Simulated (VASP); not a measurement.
These are AM05 GGA, VASP's PBE PAW potentials (set 64) (plane waves; VASP) values and carry that method's errors.

VASP input:

**INCAR**
```
# general
SYSTEM   =  In
PREC     =  Accurate
ENCUT    =  520
LREAL    =  .False.
LASPH    =  .True.

# electronic loop
EDIFF    =  1E-6
NELM     =  100
ALGO     =  Normal
LMAXMIX  =  4

# smearing
ISMEAR   =  1
SIGMA    =  0.1

# functional
GGA      =  AM

# ions
IBRION   =  2
NSW      =  60
ISIF     =  3
EDIFFG   =  -0.01

# output
LWAVE    =  .False.
LCHARG   =  .False.
```

**KPOINTS**
```
Regular mesh
0
gamma
  14 14 14
```

POSCAR:
```
In
1
   -1.6250000000     1.6250000000     2.4750000000
    1.6250000000    -1.6250000000     2.4750000000
    1.6250000000     1.6250000000    -2.4750000000
In
1
Direct
  0.0000000000   0.0000000000   0.0000000000
```

POTCAR, in this order: In_d (PBE.64 set). Program: vasp_std.

Energy and stress use the plane-wave basis of the starting cell. Unless said otherwise, spin-orbit coupling is left out, though it shifts the bands of the heavy elements here.

Q: Estimate the energy per atom (σ→0), volume per atom, band gap (on the k-mesh).

A: 
```json
{
  "energy per atom (σ→0)": "-2.706 eV/atom",
  "band gap (on the k-mesh)": "none (metal, semimetal or under 0.01 eV)",
  "volume_per_atom": "25.56 Å^3/atom"
}
```

File OSZICAR:
```
...
   4 F= -.27058283E+01 E0= -.27058883E+01  d E =-.121980E-03
       N       E                     dE             d eps       ncg     rms          rms(c)
DAV:   1    -0.270637147657E+01   -0.54303E-03   -0.18462E-02  5602   0.150E+00    0.121E-01
DAV:   2    -0.270605785269E+01    0.31362E-03   -0.41890E-04  7104   0.448E-01    0.787E-02
DAV:   3    -0.270586647609E+01    0.19138E-03   -0.23566E-04  6256   0.483E-01    0.219E-02
DAV:   4    -0.270586863506E+01   -0.21590E-05   -0.29788E-05  5322   0.678E-02    0.235E-02
DAV:   5    -0.270586848647E+01    0.14859E-06   -0.11071E-06  2838   0.192E-02
   5 F= -.27058685E+01 E0= -.27059129E+01  d E =-.162196E-03
```

The compound is In in the bct structure. This run relaxes it. Symmetry was kept, so distortions that lower it aren't found.
